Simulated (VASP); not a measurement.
The input files of a VASP run:

### KPOINTS
```
Automatic mesh
0
Gamma
5 5 5
0 0 0
```

File POSCAR:
```
CsCl
1
    4.1200000000     0.0000000000     0.0000000000
    0.0000000000     4.1200000000     0.0000000000
    0.0000000000     0.0000000000     4.1200000000
Cs Cl
1 1
Direct
  0.0000000000   0.0000000000   0.0000000000
  0.5000000000   0.5000000000   0.5000000000
```

**INCAR**
```
SYSTEM = CsCl
PREC = Accurate
ENCUT = 520
EDIFF = 1E-6
NELM = 100
ALGO = Normal
LREAL = .FALSE.
LASPH = .TRUE.
ISMEAR = 0
SIGMA = 0.05
GGA = PE
LMAXMIX = 4
LWAVE = .FALSE.
LCHARG = .FALSE.
ISIF = 2
```

POTCAR, in this order: Cs_sv Cl (PBE.64 set). Program: vasp_std.

Problem. Write an equivalent input for Quantum ESPRESSO's pw.x.

Solution. One equivalent input (not run):
```
&CONTROL
  calculation = 'scf'
  pseudo_dir = './pseudo'
  outdir = './out'
  tprnfor = .true.
  tstress = .true.
/
&SYSTEM
  ibrav = 0
  nat = 2
  ntyp = 2
  ecutwfc = 58
  occupations = 'smearing'
  smearing = 'gaussian'
  degauss = 0.003675
  input_dft = 'pbe'
/
&ELECTRONS
  conv_thr = 7.3e-08
  electron_maxstep = 100
/
ATOMIC_SPECIES
  Cs 132.905 Cs.upf
  Cl 35.450 Cl.upf
CELL_PARAMETERS angstrom
     4.1200000    0.0000000    0.0000000
     0.0000000    4.1200000    0.0000000
     0.0000000    0.0000000    4.1200000
ATOMIC_POSITIONS crystal
  Cs   0.0000000  0.0000000  0.0000000
  Cl   0.5000000  0.5000000  0.5000000
K_POINTS automatic
  5 5 5 0 0 0
```
The two are equivalent in intent, not identical: the potentials are each code's own (VASP's PAW set, PseudoDojo norm-conserving files in pw.x), so ENCUT and ecutwfc are chosen apart and not converted; conv_thr bounds pw.x's estimated SCF error, while EDIFF bounds the energy change between steps.

The compound is CsCl in the CsCl type structure. The cell was not relaxed at this level.
